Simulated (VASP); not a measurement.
VASP runs on Te2Pb (space group R-3m) share one base input (PBE GGA, plane waves, VASP's PBE PAW potentials (set 64)) and change the settings named in each case.

**POSCAR**
```
Te2Pb
1
    2.3224560000     1.3408710000     7.0410390000
   -2.3224560000     1.3408710000     7.0410390000
    0.0000000000    -2.6817410000     7.0410390000
Pb Te
1 2
Direct
  0.0000000000   0.0000000000   0.0000000000
  0.2520000000   0.2520000000   0.2520000000
  0.7480000000   0.7480000000   0.7480000000
```

### KPOINTS
```
K-points
0
gamma
4 4 4
0 0 0
```

### INCAR
```
SYSTEM = Te2Pb
PREC = Accurate; ENCUT = 300; LREAL = F
LASPH = T
EDIFF = 1E-6; NELM = 100; ALGO = Normal
LMAXMIX = 4
ISMEAR = -1; SIGMA = 0.1
GGA = PE
ISIF = 2
LWAVE = F; LCHARG = F
```

POTCAR, in this order: Pb_d Te (PBE.64 set). Program: vasp_std.

```tsv
change	E(σ→0) (eV/atom)	pressure (GPa)	largest force (eV/Å)	−TS (eV)
base run	-3.0942	-2.10	0.146	-0.1545
GGA = PS	-3.3849	?	?	?
GGA_COMPAT = .FALSE., LNONCOLLINEAR = .TRUE., LSORBIT = .TRUE., MAGMOM = 0.0 0.0 0.0 0.0 0.0 0.0 0.0 0.0 0.0, program vasp_ncl	-3.3694	-1.78	0.193	-0.1309
KPOINTS 1×1×1 Γ-centred mesh	-0.4304	14.59	0.576	-0.2986
```

### Question
Complete the blanks.

### Answer

- GGA = PS, pressure (GPa): -3.67
- GGA = PS, largest force (eV/Å): 0.027
- GGA = PS, −TS (eV): -0.1565

Energies of different potentials or functionals have different zeros.  Unless said otherwise, spin-orbit coupling is left out, though it shifts the bands of the heavy elements here. At 300 eV the pressure can carry a Pulay error.

Left out are runs that ran out of time, are held back, or changed the cell or the kind of run, fixed moments of cells without a moment, rows past the twelfth, gaps on odd meshes, pressures of charged cells and columns that move by less than the noise.

The structure was generated: Te2Pb was put into an ordered model structure, which need not be its known phase. The cell was not relaxed at this level, forces remain on its atoms.
